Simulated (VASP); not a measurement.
Given:

```cif
data_AsIn
_chemical_formula_sum 'In1 As1'
_space_group_name_H-M_alt 'P 1'
_space_group_IT_number 1
_cell_length_a 4.31367
_cell_length_b 4.31367
_cell_length_c 4.31367
_cell_angle_alpha 60.000
_cell_angle_beta 60.000
_cell_angle_gamma 60.000
loop_
_space_group_symop_operation_xyz
  'x, y, z'
loop_
_atom_site_label
_atom_site_type_symbol
_atom_site_fract_x
_atom_site_fract_y
_atom_site_fract_z
_atom_site_occupancy
In1 In 0.00000 0.00000 0.00000 1
As1 As 0.25000 0.25000 0.25000 1
```

Calculation: MS2 meta-GGA, VASP's PBE PAW potentials (set 64) (plane waves; VASP). Numerical set-up: 520 eV cut-off, 10×10×10 Γ-centred mesh, first-order Methfessel-Paxton smearing of 0.10 eV, potentials In_d As.

Q: Give the energy at these volumes per atom, relative to the lowest: 26.65, 27.50, 28.35, 29.20, 30.05 Å³.

A: 21.1, 5.1, 0.0, 4.0, 16.1 meV/atom. A third-order Birch-Murnaghan fit gives B0 = 57.7 GPa and B0′ = 4.1.

Measured: bulk modulus 58.6 GPa at 0 K (computed value off by -1.5 %), as given by Daniel Mejia-Rodriguez et al., Physical Review B (2018), arXiv:1807.09216 [0 K value with the zero-point phonon effect removed]; a 6.047 Å at 0 K (computed value off by +0.9 %), as given by Daniel Mejia-Rodriguez et al., Physical Review B (2018), arXiv:1807.09216 [static lattice: zero-point anharmonic expansion removed].

The compound is InAs in the zinc blende structure. It was relaxed first.
